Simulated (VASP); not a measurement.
Level of theory: PBEsol GGA, VASP's PBE PAW potentials (set 64) (plane waves; VASP 6.6.1).

VASP ran on this input.

KPOINTS:
```
Automatic mesh
0
Gamma
11 11 3
0 0 0
```

POSCAR:
```
Hf3VN4
1.0
  0.0000000000   2.2129822710   2.2129822710
  2.2129822710   0.0000000000   2.2129822710
  8.7418979179   8.7418979179   0.1100311662
V N Hf
1 4 3
Cart
  0.0000000000   0.0000000000   0.0000000000
  2.1324930279   2.1324930279   2.2934715141
  4.3421112398   4.3421112398   2.2968355735
  6.6127689491   6.6127689491   2.2391601347
  8.8223871610   8.8223871610   2.2425241941
  2.1069022961   2.1069022961   0.1060799756
  4.3709489589   4.3709489589   0.0550155831
  8.8479778928   8.8479778928   4.4299157326
```

INCAR:
```
LCHARG=.False.
NELM=100
NSW=60
LMAXMIX=6
EDIFFG=-0.02
ISIF=3   # ions, shape and volume
IBRION=2
ALGO=Normal   # blocked Davidson
LWAVE=.False.
LREAL=.False.   # projection in real space or not
SIGMA=0.1
ISMEAR=1
SYSTEM=Hf3VN4
PREC=Accurate
GGA=PS
EDIFF=1E-6   # SCF stop (eV)
ENCUT=520   # plane-wave cut-off (eV)
LASPH=.True.   # aspherical one-centre terms
```

POTCAR, in this order: V_sv N Hf_pv (PBE.64 set). Program: vasp_std.

The resulting files:

**OSZICAR**
```
       N       E                     dE             d eps       ncg     rms          rms(c)
DAV:   1     0.505156743437E+03    0.50516E+03   -0.34039E+04  7548   0.175E+03
DAV:   2    -0.608909552673E+02   -0.56605E+03   -0.55088E+03  8891   0.479E+02
DAV:   3    -0.102615619517E+03   -0.41725E+02   -0.40686E+02  9104   0.112E+02
DAV:   4    -0.103857021168E+03   -0.12414E+01   -0.12100E+01  9504   0.186E+01
DAV:   5    -0.103887325431E+03   -0.30304E-01   -0.29825E-01  9397   0.245E+00    0.102E+02
DAV:   6    -0.107127683567E+03   -0.32404E+01   -0.20179E+02 10501   0.685E+01    0.730E+01
DAV:   7    -0.102125625795E+03    0.50021E+01   -0.46346E+02 11252   0.169E+02    0.629E+01
DAV:   8    -0.112973547450E+03   -0.10848E+02   -0.17675E+02  9184   0.467E+01    0.366E+01
DAV:   9    -0.972331871468E+02    0.15740E+02   -0.31380E+01  9388   0.350E+01    0.206E+01
DAV:  10    -0.899734021995E+02    0.72598E+01   -0.18981E+01 10232   0.246E+01    0.955E+00
DAV:  11    -0.894327041725E+02    0.54070E+00   -0.28907E+00 10203   0.920E+00    0.665E+00
DAV:  12    -0.894300572920E+02    0.26469E-02   -0.46854E-01 10077   0.365E+00    0.589E+00
DAV:  13    -0.901268656324E+02   -0.69681E+00   -0.44911E+00  9735   0.126E+01    0.108E+01
DAV:  14    -0.892970400490E+02    0.82983E+00   -0.25492E+00 10175   0.108E+01    0.157E+00
DAV:  15    -0.893367023751E+02   -0.39662E-01   -0.16515E-01  9321   0.264E+00    0.259E+00
DAV:  16    -0.893955554050E+02   -0.58853E-01   -0.94560E-02 10037   0.200E+00    0.371E+00
DAV:  17    -0.893036476657E+02    0.91908E-01   -0.21559E-01 10110   0.301E+00    0.813E-01
DAV:  18    -0.893130514629E+02   -0.94038E-02   -0.19658E-02  9200   0.923E-01    0.129E+00
DAV:  19    -0.893110883895E+02    0.19631E-02   -0.75163E-04  9713   0.147E-01    0.124E+00
DAV:  20    -0.892966971576E+02    0.14391E-01   -0.57639E-02 10249   0.150E+00    0.309E-01
DAV:  21    -0.892962020510E+02    0.49511E-03   -0.27927E-03  9421   0.302E-01    0.169E-01
DAV:  22    -0.892961148433E+02    0.87208E-04   -0.31259E-04  9547   0.958E-02    0.128E-01
DAV:  23    -0.892961129409E+02    0.19025E-05   -0.66640E-06  8205   0.141E-02    0.128E-01
DAV:  24    -0.892960420133E+02    0.70928E-04   -0.63412E-05 10208   0.506E-02    0.958E-02
DAV:  25    -0.892960378436E+02    0.41697E-05   -0.10842E-04  9003   0.482E-02    0.823E-02
DAV:  26    -0.892960721153E+02   -0.34272E-04   -0.52076E-04 10409   0.142E-01    0.138E-01
DAV:  27    -0.892960185966E+02    0.53519E-04   -0.94118E-05  9739   0.646E-02    0.899E-02
DAV:  28    -0.892959999792E+02    0.18617E-04   -0.37775E-05 10225   0.354E-02    0.613E-02
DAV:  29    -0.892959948457E+02    0.51335E-05   -0.10774E-05  8295   0.180E-02    0.383E-02
DAV:  30    -0.892959902474E+02    0.45983E-05   -0.87864E-06  8372   0.184E-02    0.192E-02
DAV:  31    -0.892959906499E+02   -0.40249E-06   -0.19339E-05 10047   0.244E-02    0.169E-02
DAV:  32    -0.892959895055E+02    0.11444E-05   -0.36617E-06  7514   0.119E-02    0.523E-03
DAV:  33    -0.892959895985E+02   -0.92990E-07   -0.12826E-06  5728   0.647E-03
   1 F= -.89295990E+02 E0= -.89295446E+02  d E =-.892960E+02
       N       E                     dE             d eps       ncg     rms          rms(c)
DAV:   1    -0.892970559418E+02   -0.10664E-02   -0.98366E-02  7598   0.209E+00    0.697E-01
DAV:   2    -0.893044126435E+02   -0.73567E-02   -0.33581E-02 10336   0.123E+00    0.896E-01
DAV:   3    -0.892970722783E+02    0.73404E-02   -0.36074E-02 10029   0.118E+00    0.390E-01
DAV:   4    -0.892961212092E+02    0.95107E-03   -0.30400E-03  9570   0.368E-01    0.969E-02
DAV:   5    -0.892961132818E+02    0.79274E-05   -0.16032E-04  9564   0.743E-02    0.495E-02
DAV:   6    -0.892961119422E+02    0.13396E-05   -0.28641E-05  9612   0.378E-02    0.305E-02
DAV:   7    -0.892961109504E+02    0.99173E-06   -0.15805E-05  9656   0.259E-02    0.983E-03
DAV:   8    -0.892961099783E+02    0.97219E-06   -0.23304E-06  6296   0.102E-02
   2 F= -.89296110E+02 E0= -.89295550E+02  d E =-.120380E-03
       N       E                     dE             d eps       ncg     rms          rms(c)
DAV:   1    -0.892962735221E+02   -0.16257E-03   -0.12186E-02  7618   0.736E-01    0.244E-01
DAV:   2    -0.892971818621E+02   -0.90834E-03   -0.40546E-03 10195   0.429E-01    0.318E-01
DAV:   3    -0.892962780638E+02    0.90380E-03   -0.43930E-03 10170   0.418E-01    0.137E-01
DAV:   4    -0.892961588978E+02    0.11917E-03   -0.34333E-04  9495   0.126E-01    0.350E-02
DAV:   5    -0.892961587659E+02    0.13197E-06   -0.21353E-05  9503   0.271E-02    0.160E-02
DAV:   6    -0.892961587763E+02   -0.10426E-07   -0.38876E-06  7398   0.141E-02
   3 F= -.89296159E+02 E0= -.89295606E+02  d E =-.169178E-03
       N       E                     dE             d eps       ncg     rms          rms(c)
DAV:   1    -0.892961619085E+02   -0.31426E-05   -0.33812E-04  7678   0.121E-01    0.390E-02
DAV:   2    -0.892961788065E+02   -0.16898E-04   -0.84093E-05 10147   0.612E-02    0.449E-02
DAV:   3    -0.892961629852E+02    0.15821E-04   -0.97779E-05 10112   0.620E-02    0.238E-02
DAV:   4    -0.892961589937E+02    0.39915E-05   -0.10231E-05  8241   0.220E-02    0.578E-03
DAV:   5    -0.892961589183E+02    0.75361E-07   -0.56286E-07  5032   0.487E-03
   4 F= -.89296159E+02 E0= -.89295604E+02  d E =-.169320E-03
       N       E                     dE             d eps       ncg     rms          rms(c)
DAV:   1    -0.892967799986E+02   -0.62100E-03   -0.67244E-02  7618   0.162E+00    0.521E-01
DAV:   2    -0.893022921317E+02   -0.55121E-02   -0.24573E-02 10201   0.100E+00    0.756E-01
DAV:   3    -0.892966272307E+02    0.56649E-02   -0.23501E-02 10244   0.977E-01    0.308E-01
DAV:   4    -0.892961816892E+02    0.44554E-03   -0.11781E-03  9204   0.229E-01    0.834E-02
DAV:   5    -0.892961730223E+02    0.86669E-05   -0.10670E-04 10067   0.646E-02    0.429E-02
DAV:   6    -0.892961729770E+02    0.45321E-07   -0.18471E-05  9627   0.303E-02    0.223E-02
DAV:   7    -0.892961733709E+02   -0.39392E-06   -0.75577E-06  8523   0.165E-02
   5 F= -.89296173E+02 E0= -.89295618E+02  d E =-.144526E-04
       N       E                     dE             d eps       ncg     rms          rms(c)
DAV:   1    -0.892963556408E+02   -0.18266E-03   -0.15661E-02  7583   0.783E-01    0.253E-01
DAV:   2    -0.892976176698E+02   -0.12620E-02   -0.56554E-03 10249   0.482E-01    0.362E-01
DAV:   3    -0.892963225058E+02    0.12952E-02   -0.55004E-03 10076   0.465E-01    0.152E-01
DAV:   4    -0.892962157048E+02    0.10680E-03   -0.29770E-04  9325   0.114E-01    0.400E-02
DAV:   5    -0.892962132983E+02    0.24065E-05   -0.22927E-05  9984   0.302E-02    0.205E-02
DAV:   6    -0.892962128928E+02    0.40543E-06   -0.45302E-06  8257   0.150E-02
   6 F= -.89296213E+02 E0= -.89295657E+02  d E =-.539745E-04
```

### OUTCAR
```
------------------------ aborting loop because EDIFF is reached ----------------------------------------
  FORCE on cell =-STRESS in cart. coord.  units (eV):
  Direction    XX          YY          ZZ          XY          YZ          ZX
  --------------------------------------------------------------------------------------
  Total       -0.0338153     -0.0338153     -0.0338153      0.0090554     -0.0090554     -0.0090554
  in kB       -0.6364516     -0.6364516     -0.6364516      0.1704360     -0.1704360     -0.1704360
  external PRESSURE =      -0.6364516 kB  Pullay stress =       0.0000000 kB
  volume of cell :       85.13
      direct lattice vectors                 reciprocal lattice vectors
    -0.000000000  2.213783995  2.213783995    -0.227334495  0.224380759  0.227334495
     2.213783995 -0.000000000  2.213783995     0.224380759 -0.227334495  0.227334495
     8.741557717  8.741557717  0.113578263     0.057572058  0.057572058 -0.057572058
 POSITION                                       TOTAL-FORCE (eV/Angst)
 -----------------------------------------------------------------------------------
     -0.00000      2.21378      2.21378        -0.000000      0.000000     -0.000000
      2.13283      2.13283      2.29474         0.001430      0.001430     -0.001430
      4.34056      4.34056      2.30080        -0.002566     -0.002566      0.002566
      6.61479      6.61479      2.24035         0.002566      0.002566     -0.002566
      8.82251      8.82251      2.24641        -0.001430     -0.001430      0.001430
      2.10755      2.10755      0.10623        -0.007205     -0.007205      0.007205
      4.37078      6.58456      2.27057        -0.000000      0.000000     -0.000000
      8.84779      8.84779      4.43491         0.007205      0.007205     -0.007205
 -----------------------------------------------------------------------------------
    total drift:                               -0.000000     -0.000000      0.000000
  FREE ENERGIE OF THE ION-ELECTRON SYSTEM (eV)
  ---------------------------------------------------
  free  energy   TOTEN  =       -89.2962128928 eV

  energy  without entropy=      -89.2945449223  energy(sigma->0) =      -89.29565690

 reached required accuracy - stopping structural energy minimisation
```
(Selected blocks of OUTCAR.)

### CONTCAR
```
Hf3VN4
   1.00000000000000
    -0.0000000000000031    2.2137839950507137    2.2137839950507203
     2.2137839950507137   -0.0000000000000031    2.2137839950507203
     8.7415577170939223    8.7415577170939223    0.1135782632089586
  V               N               Hf
     1     4     3
Direct
     1.0000000000000000    0.0000000000000000    0.0000000000000000
     0.5153730517012055    0.5153730517012055    0.1134702112240960
     0.5102292726020604    0.5102292726020604    0.3673280455734517
     0.4897707273979397    0.4897707273979397    0.6326719544265483
     0.4846269482987946    0.4846269482987946    0.8865297887759040
     0.0179253536361741    0.0179253536361741    0.2365559848478689
     1.0000000000000000    0.0000000000000000    0.5000000000000000
     0.9820746463638258    0.9820746463638258    0.7634440151521310
```

The structure was generated: Hf3VN4 was put into an ordered model structure (R-3m), which need not be its known phase. This run relaxes it. Symmetry was kept, so distortions that lower it aren't found. The start is the result of an earlier pass. The run is not spin-polarised, so no magnetic state was tried. The electron count is odd and the run is not spin-polarised, which forces a metal.
